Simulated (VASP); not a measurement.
Data:

```xyz
2
Lattice="0.0000 2.3649 2.3649 2.3649 0.0000 2.3649 2.3649 2.3649 0.0000" Properties=species:S:1:pos:R:3 pbc="T T T"
B      0.0000     0.0000     0.0000
As     1.1825     1.1825     1.1825
```

The numbers are results of PBEsol GGA, VASP's PBE PAW potentials (set 64) (plane waves; VASP 6.6.1), not measurements. Numerical set-up: 600 eV cut-off, 10×10×10 Γ-centred mesh, Gaussian smearing of 0.050 eV, potentials B As.

Q: Give the stress tensor in GPa (positive for a compressed cell).

A: 
```
4.52  0.00  0.00
0.00  4.52  0.00
0.00  0.00  4.52
```
The pressure is its mean diagonal, 4.52 GPa.

The compound is BAs in the zinc blende structure. This cell was strained or had an atom moved on purpose.
